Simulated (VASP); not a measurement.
Calculation: PBEsol GGA, VASP's PBE PAW potentials (set 64) (plane waves; VASP).

Input for VASP

File POSCAR:
```
Ru
1.0
  2.6916765421   0.0000000000   0.0000000000
 -1.3458382710   2.3310604168   0.0000000000
  0.0000000000   0.0000000000   4.2458559801
Ru
2
Direct
  0.6666670000   0.3333330000   0.7500000000
  0.3333330000   0.6666670000   0.2500000000
```

### KPOINTS
```
K-points
0
Gamma
 14 14 8
0 0 0
```

INCAR:
```
# general
SYSTEM =Ru
PREC   =Accurate
ENCUT  =480
LREAL  =.FALSE.
LASPH  =.TRUE.   # aspherical one-centre terms

# electronic loop
EDIFF  =1E-6
NELM   =100   # most electronic steps
ALGO   =Normal   # blocked Davidson
LMAXMIX=4

# smearing
ISMEAR =1   # Methfessel-Paxton
SIGMA  =0.1

# functional
GGA    =PS   # PBEsol

# ions
IBRION =2
NSW    =60
ISIF   =3   # ions, shape and volume
EDIFFG =-0.01   # ionic stop

# output
LWAVE  =.FALSE.
LCHARG =.FALSE.
```

POTCAR, in this order: Ru_pv (PBE.64 set). Program: vasp_std.

What VASP printed:

**OSZICAR**
```
       N       E                     dE             d eps       ncg     rms          rms(c)
DAV:   1     0.273114564493E+03    0.27311E+03   -0.17422E+04  4328   0.164E+03
DAV:   2    -0.156308245381E+02   -0.28875E+03   -0.28330E+03  4572   0.484E+02
DAV:   3    -0.218578990572E+02   -0.62271E+01   -0.61025E+01  4544   0.768E+01
DAV:   4    -0.219270040176E+02   -0.69105E-01   -0.68928E-01  5368   0.677E+00
DAV:   5    -0.219279209480E+02   -0.91693E-03   -0.91690E-03  4648   0.740E-01    0.202E+01
DAV:   6    -0.204542991539E+02    0.14736E+01   -0.38754E+00  4362   0.206E+01    0.511E+00
DAV:   7    -0.203469380365E+02    0.10736E+00   -0.32035E-01  4442   0.533E+00    0.107E+00
DAV:   8    -0.203364103212E+02    0.10528E-01   -0.69353E-03  4444   0.101E+00    0.307E-01
DAV:   9    -0.203357407979E+02    0.66952E-03   -0.10189E-03  5364   0.365E-01    0.410E-02
DAV:  10    -0.203357613375E+02   -0.20540E-04   -0.28995E-05  4906   0.524E-02    0.118E-02
DAV:  11    -0.203357617395E+02   -0.40199E-06   -0.24652E-06  3404   0.151E-02
   1 F= -.20335762E+02 E0= -.20335271E+02  d E =-.203358E+02
```

File OUTCAR:
```
------------------------ aborting loop because EDIFF is reached ----------------------------------------
  FORCE on cell =-STRESS in cart. coord.  units (eV):
  Direction    XX          YY          ZZ          XY          YZ          ZX
  --------------------------------------------------------------------------------------
  Total        0.0175586      0.0175586     -0.0121161      0.0000000      0.0000000      0.0000000
  in kB        1.0559854      1.0559855     -0.7286700      0.0000000      0.0000000      0.0000000
  external PRESSURE =       0.4611003 kB  Pullay stress =       0.0000000 kB
  volume of cell :       26.64
      direct lattice vectors                 reciprocal lattice vectors
     2.691676542  0.000000000  0.000000000     0.371515665  0.214494655  0.000000000
    -1.345838271  2.331060417  0.000000000     0.000000000  0.428989310  0.000000000
     0.000000000  0.000000000  4.245855980     0.000000000  0.000000000  0.235523768
 POSITION                                       TOTAL-FORCE (eV/Angst)
 -----------------------------------------------------------------------------------
      1.34584      0.77702      3.18439         0.000000      0.000000      0.000000
     -0.00000      1.55404      1.06146        -0.000000     -0.000000      0.000000
 -----------------------------------------------------------------------------------
    total drift:                                0.000166     -0.000096      0.000237
  FREE ENERGIE OF THE ION-ELECTRON SYSTEM (eV)
  ---------------------------------------------------
  free  energy   TOTEN  =       -20.3357617395 eV

  energy  without entropy=      -20.3342897850  energy(sigma->0) =      -20.33527109

 reached required accuracy - stopping structural energy minimisation
```
(Selected blocks of OUTCAR.)

The compound is Ru in the hcp structure. It was relaxed first. The start is the result of an earlier pass.
